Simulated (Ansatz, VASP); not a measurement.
**Mg7Zn10Si21NiO60: VASP beside Ansatz**

Aim: how closely do two programs agree when they are given the same cell, functional and k mesh? The structure shown is frame 30 of Ansatz's trajectory.

Program: Ansatz 0.2.0. Level of theory: plane waves, with VASP 6.6.1 beside it; single point at revPBE. Results are calculated unless marked as measured.

## 1. Set-up

The cell holds 99 atoms: 21 Si, 7 Mg, 10 Zn, 1 Ni and 60 O. Its edges and angles: a = 10.931 Å, b = 10.931 Å, c = 10.931 Å, α = 90.0°, β = 90.0°, γ = 90.0°. As first built, before any earlier steps moved the atoms (in the runner's words): 99 atoms (21 Si, 7 Mg, 10 Zn, 1 Ni, 60 O) placed at random at 2.94 g/cm^3, melted at 4000 K for 10 ps at fixed volume with the Morse and Coulomb pair potential with partial charges (Pedone, Malavasi, Menziani, Cormack and Segre, J. Phys. Chem. B 110, 11780 (2006)). Quenched from 4000 K to 300 K at 10 K/ps and fixed volume, held 10 ps at zero pressure.

## 2. Ansatz: dynamics, revPBE

Ansatz runs on its default PAW (the set named soft_2) files.

One frame of this run of dynamics is then solved in both programs, so the motion causes no difference.

The input, input.yaml:

```yaml
crystal:
  lattice:
    - [10.93082, 0.0, 0.0]
    - [0.0, 10.93082, 0.0]
    - [0.0, 0.0, 10.93082]
  atoms:
    - { symbol: Si, position: [0.78232, 0.64952, 0.13039] }
    - { symbol: Si, position: [0.31605, 0.18836, 0.16233] }
    - { symbol: Si, position: [0.10181, 0.22247, 0.32512] }
    - { symbol: Si, position: [0.84419, 0.11877, 0.29862] }
    - { symbol: Si, position: [0.9223, 0.57448, 0.75989] }
    - { symbol: Si, position: [0.50135, 0.0205, 0.02936] }
    - { symbol: Si, position: [0.47734, 0.40528, 0.46984] }
    - { symbol: Si, position: [0.85315, 0.61253, 0.48704] }
    - { symbol: Si, position: [0.23499, 0.53288, 0.00534] }
    - { symbol: Si, position: [0.03008, 0.83118, 0.45086] }
    - { symbol: Si, position: [0.17447, 0.18146, 0.93057] }
    - { symbol: Si, position: [0.42376, 0.45899, 0.18841] }
    - { symbol: Si, position: [0.42591, 0.86176, 0.37472] }
    - { symbol: Si, position: [0.81951, 0.8214, 0.89773] }
    - { symbol: Si, position: [0.87982, 0.04241, 0.57229] }
    - { symbol: Si, position: [0.26015, 0.6748, 0.53454] }
    - { symbol: Si, position: [0.69104, 0.23325, 0.93032] }
    - { symbol: Si, position: [0.18704, 0.69273, 0.78974] }
    - { symbol: Si, position: [0.07968, 0.9117, 0.91901] }
    - { symbol: Si, position: [0.31988, 0.35261, 0.78178] }
    - { symbol: Si, position: [0.60439, 0.50431, 0.96227] }
    - { symbol: Mg, position: [0.1171, 0.18344, 0.65341] }
    - { symbol: Mg, position: [0.66098, 0.01486, 0.75411] }
    - { symbol: Mg, position: [0.59917, 0.61976, 0.3818] }
    - { symbol: Mg, position: [0.95401, 0.38413, 0.98212] }
    - { symbol: Mg, position: [0.67547, 0.8749, 0.22889] }
    - { symbol: Mg, position: [0.9542, 0.82395, 0.17352] }
    - { symbol: Mg, position: [0.20676, 0.86017, 0.18234] }
    - { symbol: Zn, position: [0.36444, 0.06254, 0.78887] }
    - { symbol: Zn, position: [0.04786, 0.51706, 0.21875] }
[... 63 atom lines left out ...]
    - { symbol: O, position: [0.29984, 0.53597, 0.139] }
    - { symbol: O, position: [0.23658, 0.15368, 0.28598] }
    - { symbol: O, position: [0.36303, 0.32076, 0.46862] }
    - { symbol: O, position: [0.21544, 0.5619, 0.47117] }
    - { symbol: O, position: [0.29649, 0.21235, 0.85343] }
    - { symbol: O, position: [0.82385, 0.49827, 0.3977] }
magnetization:
  spin_polarized: true
kpoints:
  mp_grid: { grid: [1, 1, 1] }
hamiltonian:
  xc: revpbe
scf:
  occupations: { method: gaussian, width: 0.025 }
output:
  forces: true
md:
  timestep: 1.0
  n_steps: 90
  ensemble: nvt_nose_hoover
  temperature: 300
  initial_velocities: maxwell_boltzmann
  seed: 37
```

Command:

```bash
> ansatz run input.yaml --threads 8 --pin off --max-ram 15872MiB --backend cpu --events-out ev --progress --plain --runs-dir out
```

Numbers of over 12 decimals in the logs are rounded to 6 here.

Log:

```text
Warning: md: disabling space-group detection — thermal motion breaks the input geometry's symmetry, so no spatial operation reduces the k-mesh or symmetrises the density; time reversal is kept, so that k and −k are solved as one point where they differ and the mesh holds both, and exact exchange and, on two spinor components, a DFT+U term hold to it where the run has them: on two components no moment then forms, and  [...]
Engine: ansatz 0.2.0, x86_64-unknown-linux-gnu
Pseudopotentials: kind: paw
Pseudopotential: Si, paw, valence charge 4, recommended cutoff 420 eV (normal), Si.paw.azcp
Pseudopotential: Mg, paw, valence charge 10, recommended cutoff 420 eV (normal), Mg.paw.azcp
Pseudopotential: Zn, paw, valence charge 12, recommended cutoff 420 eV (normal), Zn.paw.azcp
Pseudopotential: Ni, paw, valence charge 18, recommended cutoff 420 eV (normal), Ni.paw.azcp
Pseudopotential: O, paw, valence charge 6, recommended cutoff 420 eV (normal), O.paw.azcp
Functional definition: revPBE
  parameter kappa = 1.245
  parameter beta = 0.066725
  exchange = pbe_x(kappa = kappa, mu = beta*pi^2/3)
  correlation = pbe_c(beta = beta)
Crystal: 99 atoms, lattice volume = 1306.045 Å³
Basis set: ecut = 420 eV, 25533 PW (Γ), exchange–correlation on 150×150×150 points (8 copies of the dense FFT grid, shifted against one another)
Bands: 426, of which v1, the nominal top of the filled ones, is band 326 counted from 1 (325 counted from 0)
Symmetry: 1 space group operations
k-points: 1
Non-local potential: Si, projectors of the file, l = 0: 2, l = 1: 2, l = 2: 2
Non-local potential: Mg, projectors of the file, l = 0: 3, l = 1: 2, l = 2: 1
Non-local potential: Zn, projectors of the file, l = 0: 2, l = 1: 2, l = 2: 3, l = 3: 1
Non-local potential: Ni, projectors of the file, l = 0: 3, l = 1: 2, l = 2: 3, l = 3: 1
Non-local potential: O, projectors of the file, l = 0: 2, l = 1: 2, l = 2: 1
PAW form: soft (Blöchl's): semilocal exchange-correlation on the pseudo side does not see the compensation charge
PAW frozen core: Si, regenerated for the run's functional, and the local potential with it (the file was generated under x = pbe(κ = 0.804, μ = 0.219515), c = pbe(β = 0.066725))
PAW frozen core: Mg, regenerated for the run's functional, and the local potential with it (the file was generated under x = pbe(κ = 0.804, μ = 0.219515), c = pbe(β = 0.066725))
PAW frozen core: Zn, regenerated for the run's functional, and the local potential with it (the file was generated under x = pbe(κ = 0.804, μ = 0.219515), c = pbe(β = 0.066725))
PAW frozen core: Ni, regenerated for the run's functional, and the local potential with it (the file was generated under x = pbe(κ = 0.804, μ = 0.219515), c = pbe(β = 0.066725))
PAW frozen core: O, regenerated for the run's functional, and the local potential with it (the file was generated under x = pbe(κ = 0.804, μ = 0.219515), c = pbe(β = 0.066725))
PAW one-centre angular grid: Si, 110 points (default); XC on 64 Gauss nodes
PAW one-centre angular grid: Mg, 110 points (default); XC on 64 Gauss nodes
PAW one-centre angular grid: Zn, 590 points (default); XC on 64 Gauss nodes
PAW one-centre angular grid: Ni, 590 points (default); XC on 64 Gauss nodes
PAW one-centre angular grid: O, 110 points (default); XC on 64 Gauss nodes
Initial density: superposition of atomic densities (chi_scale 0.1, normalization cell, long waves 45 % of neutral atoms (reshape's long-wave potential 1.45 eV rms, cloud 2.07 Å wide))
Starting moments: Σ|m| = 2 μB on 1 of 99 sites
Initial wavefunctions: pseudopotential atomic-orbital guess
Functional: x = revpbe(κ = 1.245, μ = 0.219515), c = pbe(β = 0.066725)
SCF iter   1: F=—  HF=-100211.960594 eV  |F-HF|=—  |Δ(HF+E_count)|=         —  Δρ=8.70e-2 (↑5.85e-2 ↓8.70e-2)  dr2=2.47e2  dr2_m=7.48e0  M=0.000 μB ∫|m|=0.135 μB  β_m=0.30  ethr=3.10e-3  ⟨swp⟩=7.0  Hψ=3345  notcnv=0  defer=162
preconditioner: auto → Resta (q_TF=auto, 2.430 Å⁻¹)  ε∞=3.3  [insulator: Δε(μ)=0.103 eV  Ē_g=16.307 eV  σ=0.025 eV  W_gap=1.00  n_scr=304 (ndim 8)  ℏωp=24.9 eV  f_vac=0.072  D(μ)=1.24/eV (n_scr^D=0)  ε∞_Penn≈3.3]
spin=Collinear: Resta preconditioning applied to the charge; magnetization (m = ρ↑ − ρ↓) channel mixes plain (no charge-response kernel on spin).
[...]
Free energy (F): -100151.938539 eV
Harris-Foulkes:  -100151.938539 eV  (|F-HF|=7.39e-8)
Internal energy: -100151.938539 eV  (E = F + TS)
E sigma→0 (E₀):  -100151.938539 eV
Fermi energy:    5.141805 eV
--- Per-component energies (eV) ---
  E_band       = -4463.725129
  E_kinetic    = 13709.928727
  E_local      = -69875.035043  (includes V_loc(G=0)·N_el)
  E_nonlocal   = 10842.238858
  E_hartree    = 27694.841531
  E_xc         = -7290.107254
  E_vxc        = -7554.306635  (∫ρ·V_xc dr)
  E_paw        = -42453.901285  (= ΣΔE_a)
  E_vpaw       = -6976.378223  (= ΣTr[D̂ρ^β])
  E_aug_tail   = 0.146289  (compensation charges beyond the density's cutoff)
  E_ewald      = -32777.994608
  E_core_change = -2.055753  (= ΣΔE_core)
  E_smearing   = -0.000000  (= −TS)
  E_closure    = 0.000000  (closes the sum)
  Σ components = -100151.938539   (vs F -100151.938539, Δ=0.00e0)
--- Forces (eV/Å), atoms counted from 1 ---
  atom   1  Si    -2.06881427     0.29354622     2.25445304
  atom   2  Si    -1.60334369     1.14082444    -0.39682818
  atom   3  Si     1.39669728    -1.05816441     1.35514985
  atom   4  Si    -1.06247804    -0.28065791     0.30852111
  atom   5  Si     1.05943046    -1.00083045     0.28853617
  atom   6  Si     0.11927264    -0.83621188    -0.22081643
  atom   7  Si    -1.81704832    -0.24176341     1.25540734
  atom   8  Si    -0.37219527     0.75392447    -2.70176854
  atom   9  Si    -0.51649577    -0.79352871     0.24936333
  atom  10  Si    -0.01817083    -1.34252623     1.40294339
  atom  11  Si    -0.01685362    -0.98755061     0.40716185
  atom  12  Si    -0.68756724    -1.57322074     0.36703549
  atom  13  Si    -1.03265575     1.13270983     1.00445648
  atom  14  Si     0.63949384    -0.94390285     1.36674073
  atom  15  Si    -0.40947974     1.92967484     0.28180895
  atom  16  Si    -0.49577901     1.62118778    -2.80617317
  atom  17  Si     1.43636389    -0.21614605     1.73239109
  atom  18  Si     0.06194625     0.00919075    -0.66508277
  atom  19  Si     1.47309367     0.35519411    -0.91398972
  atom  20  Si    -0.22189944    -0.94958535    -0.92532253
  atom  21  Si    -0.80607999     1.39699882     0.39049616
  atom  22  Mg    -0.64126947    -0.00869551     0.06289065
  atom  23  Mg    -0.62162307    -0.17905949     0.56223850
  atom  24  Mg     0.15466321     0.42024691     0.49786886
[...]
atom  92  O      2.42592886    -1.13970151    -0.34021942
  atom  93  O      0.68648800    -0.40964730    -0.93895214
  atom  94  O     -0.72774130     0.54295094    -1.25103517
  atom  95  O     -0.82117651     0.79876996    -2.17280638
  atom  96  O      0.33156105     0.04444107     0.18280928
  atom  97  O      0.04310265     1.31901921     0.22896264
  atom  98  O      0.02196351     0.16785427    -0.22583518
  atom  99  O     -0.34911769    -0.64048970    -0.68346912
  max |Σ_I F_I| component: 2.24e-4 eV/Å
--- MD trajectory: 90 steps, t = 0.0 → 90.0 fs ---
  final state: T = 421.4 K   F+E_penalty+E_count = -100151.93853929 eV   E_kin = 5.338667 eV
  conserved energy: peak-to-peak 1.474e-2 eV (1.489e-4 eV/atom) over 90.0 fs
```

## 3. VASP: single point, revPBE

The same cell, functional, mesh and smearing now go to VASP, with its own data sets.

Lines of VASP's logs that name or quote its potential files are left out, and so is its time.

The input, INCAR:

```
SYSTEM = Mg7Zn10Si21NiO60
PREC = Accurate
ENCUT = 520
EDIFF = 1E-06
NELM = 200
ISMEAR = 0
SIGMA = 0.025
LREAL = Auto
ALGO = Normal
GGA = RE
NBANDS = 368
ISPIN = 2
MAGMOM = 0 0 0 -0 -0 0 0 0 0 0 0 0 0 0 -0 0 0 -0 0 0 0 -0 -0 -0 0 0 0 0 0 0 0 -0 0 0 0 0 0 0 1.5 0 0 0 0 0 0 0 -0 0.01 0 0 0 -0 0 0 0 0 0 -0 0 0 0 0.06 -0 0.01 -0 0 0 0.14 0 -0 0.04 0 0 0 0 0 0 0 0 0 0.02 0 0 0 -0 0 0 -0 -0 0 0 0 0 0 0 0 0 0 0
LASPH = .TRUE.
LMAXMIX = 4
LORBIT = 11
LWAVE = .FALSE.
LCHARG = .FALSE.
ISIF = 2
GGA_COMPAT = .FALSE.
NCORE = 2
```

The input, POSCAR:

```
Mg7Zn10Si21NiO60
1.0
   10.9308200000      0.0000000000      0.0000000000
    0.0000000000     10.9308200000      0.0000000000
    0.0000000000      0.0000000000     10.9308200000
Si Mg Zn Ni O
21 7 10 1 60
Direct
    0.7900230724      0.6508477864      0.1339881180
    0.2956136868      0.1920624436      0.1635741875
    0.0927652271      0.2231946002      0.3289963607
    0.8399461340      0.1040910014      0.3002427997
    0.9192814446      0.5716039602      0.7625045514
    0.5079307865      0.0229808926      0.0279302010
    0.4773383882      0.4138115896      0.4707972503
    0.8412635100      0.6107775995      0.4879048415
    0.2261952900      0.5273803795      0.0064313565
    0.0418632820      0.8274585072      0.4457305124
    0.1598233252      0.1877260809      0.9354650429
    0.4244054883      0.4561688876      0.1829871867
    0.4247714261      0.8637229412      0.3632938791
    0.8186668521      0.8136535045      0.9026312756
    0.8776651706      0.0448822687      0.5671029255
    0.2538144439      0.6769665954      0.5286428649
    0.6972303999      0.2375668065      0.9430308065
    0.1870582445      0.6841298274      0.8052552325
    0.0731235168      0.9034546356      0.9164728721
    0.3178535554      0.3471194293      0.7766297496
    0.6079690270      0.5062474727      0.9642186039
    0.1175941055      0.1818985218      0.6658603838
    0.6539216637      0.0152138632      0.7529718722
    0.5973842768      0.6357528529      0.3853324819
    0.9480075603      0.3864943344      0.9851776902
    0.6751460549      0.8801535475      0.2370178998
    0.9537985256      0.8352712788      0.1825755067
    0.2135887335      0.8577032647      0.1922088187
    0.3682889298      0.0688328963      0.7897852128
    0.0529237514      0.5107302105      0.2292691674
[... 63 atom lines left out ...]
    0.3028501064      0.5380657627      0.1356531349
    0.2243107104      0.1436580238      0.2901154717
    0.3747568801      0.3136086771      0.4629570334
    0.2065993219      0.5676060899      0.4568733178
    0.2960162184      0.2175683069      0.8653788096
    0.8338715668      0.4999533429      0.3859728730
```

The input, KPOINTS:

```
Automatic mesh
0
Gamma
1 1 1
0 0 0
```

PAW data sets: Si, Mg, Zn, Ni and O (PBE family, release 64).

Command:

```bash
> mpirun -np 8 vasp_gam
```

Log:

```text
[banner, memory and clock lines left out]
running    8 mpi-ranks, on    1 nodes
[...]
|                                                                             |
|               ----> ADVICE to this user running VASP <----                  |
|                                                                             |
|     You enforced a specific xc type in the INCAR file but a different       |
|     [... a line on the potential file left out ...]
|     I HOPE YOU KNOW WHAT YOU ARE DOING!                                     |
|                                                                             |

 LDA part: xc-table for (Slater+PW92), standard interpolation
 POSCAR, INCAR and KPOINTS ok, starting setup
[...]
entering main loop
       N       E                     dE             d eps       ncg     rms          rms(c)
DAV:   1     0.917407830511E+04    0.91741E+04   -0.29057E+05  1472   0.183E+03
DAV:   2     0.900257252780E+03   -0.82738E+04   -0.78409E+04  1624   0.515E+02
DAV:   3    -0.625576457905E+03   -0.15258E+04   -0.14789E+04  1600   0.231E+02
DAV:   4    -0.740997470502E+03   -0.11542E+03   -0.11395E+03  1736   0.704E+01
[...]
DAV:  22    -0.636886449474E+03   -0.20367E-05   -0.22503E-05  1752   0.206E-02    0.586E-03
DAV:  23    -0.636886450383E+03   -0.90883E-06   -0.10611E-05  1560   0.122E-02    0.496E-03
DAV:  24    -0.636886450325E+03    0.58637E-07   -0.94070E-07  1016   0.120E-02
   1 F= -.63688645E+03 E0= -.63688645E+03  d E =-.206401E-17  mag=     2.0000
```

OUTCAR, selected parts (step 3):

```text
  Total       11.8317013     -8.7673248     15.4677522     -6.8822070      0.8897814      1.7621857
  in kB       14.5144155    -10.7552238     18.9749028     -8.4426752      1.0915300      2.1617428
  external PRESSURE =       7.5780315 kB  Pullay stress =       0.0000000 kB

 POSITION                                       TOTAL-FORCE (eV/Angst)
 -----------------------------------------------------------------------------------
      8.63560      7.11430      1.46460         0.360843     -0.762420     -2.153933
      3.23130      2.09940      1.78800         0.998841      0.565894      0.099399
      1.01400      2.43970      3.59620        -0.694334     -1.675702     -1.461237
      9.18130      1.13780      3.28190         2.297884      0.348575     -0.928087
     10.04850      6.24810      8.33480         2.105548     -0.888447     -1.308695
      5.55210      0.25120      0.30530        -1.198696     -0.183505      1.159838
[...]
1.55130      8.51250      5.93930         0.980128     -0.297904     -0.378372
      4.11050      9.26300      2.58070        -1.542201     -1.029143     -3.231034
      3.31040      5.88150      1.48280         0.673527     -0.656158      1.082982
      2.45190      1.57030      3.17120         0.555555      0.526657     -0.767813
      4.09640      3.42800      5.06050        -2.025633     -0.381934      0.341491
      2.25830      6.20440      4.99400        -0.933678     -3.474955     -1.710935
      3.23570      2.37820      9.45930        -0.275380     -0.074348     -0.016049
      9.11490      5.46490      4.21900        -0.588220     -0.222744      0.615447
 -----------------------------------------------------------------------------------
    total drift:                               -0.026008     -0.037647      0.004201

  FREE ENERGIE OF THE ION-ELECTRON SYSTEM (eV)
  ---------------------------------------------------
  free  energy   TOTEN  =      -636.8864503246 eV

  energy  without entropy=     -636.8864503246  energy(sigma->0) =     -636.88645032

 magnetization (x)
# of ion       s       p       d       tot
------------------------------------------
    1       -0.000   0.000   0.000   0.000
    2        0.000   0.000   0.000   0.000
    3       -0.000   0.000   0.000   0.000
    4       -0.000  -0.000   0.000  -0.000
    5       -0.000  -0.000   0.000  -0.000
    6        0.000   0.001   0.000   0.001
    7        0.000  -0.000   0.000   0.000
    8        0.000   0.000   0.000   0.000
    9        0.000   0.000   0.000   0.000
   10        0.000   0.000   0.000   0.000
   11       -0.000  -0.000   0.000  -0.000
   12        0.000  -0.000   0.000   0.000
   13       -0.000  -0.000   0.000  -0.000
[...]
--------------------------------------------------
tot          0.033   0.313   1.540   1.886

[... 3 further parts left out ...]
[key lines of the parts left out:]
E-fermi :   2.1547
```

The cell holds one magnetic atom, so no antiferromagnetic order fits into it.

## 4. Side by side

Known differences besides the potentials themselves: VASP starts from the moments at which Ansatz ended; the data sets hold 652 valence electrons in Ansatz (on its default PAW (the set named soft_2) files) and 588 in VASP; the cutoff is 420 eV in Ansatz and 520 eV in VASP (PREC = Accurate, projectors in real space); Ansatz makes its cores anew for this functional, VASP keeps those of its PBE data sets. Total energies have different zeros and are not compared.

Forces on 10 of the 99 atoms, those with the largest forces and the largest differences (eV/Å; atoms numbered as in POSCAR):

```csv
atom,"Ansatz x, y, z","VASP x, y, z"
Si13,"2.303, -0.007, 5.292","2.332, -0.013, 5.320"
Si16,"2.224, 3.811, 3.672","2.268, 3.847, 3.717"
Si19,"1.090, 2.263, -0.526","1.125, 2.322, -0.558"
Si20,"-1.538, 0.856, 2.044","-1.568, 0.864, 2.105"
O45,"0.457, 0.020, 2.800","0.455, 0.039, 2.847"
O47,"0.422, -0.654, -0.591","0.317, -0.640, -0.597"
O48,"-0.328, -0.008, 0.102","-0.272, -0.054, 0.169"
O54,"0.280, -1.123, 1.294","0.309, -1.226, 1.331"
O93,"-1.488, -1.020, -3.197","-1.542, -1.029, -3.231"
O97,"-0.921, -3.502, -1.673","-0.934, -3.475, -1.711"
```

The forces differ by 29 meV/Å r.m.s., which is 2.9 % of the r.m.s. force of 1.007 eV/Å (both taken over all components). Moments aren't recorded for both runs of this pair, so they may hold unlike magnetic states.

## 5. Summary of results

- r.m.s. force difference (single point, revPBE): 2.9 % of the r.m.s. force

The r.m.s. force difference is 2.9 % of the r.m.s. force (single point, revPBE), at about the 3 % picked in this series as the mark of a large difference. The data sets hold unlike numbers of valence electrons (652 in Ansatz and 588 in VASP), so part of the differences comes from the potentials. 2 further runs of this series are not shown here. Such differences can come from data sets, numerical settings and the points named under the comparisons, not from the functional's error against experiment.

[Lines on the potential files, build, host, timing and source positions are cut from VASP's logs without a mark.]

[Logs are printed without paths, hosts, clocks, repeated set-up lines and the standing remarks that a program may print on its own settings, such as how far it seeks lower states.]

[Hosts, paths, dates, database ids (printed as entryN), source tags and the programs' standing remarks are cut or masked in the printed files.]
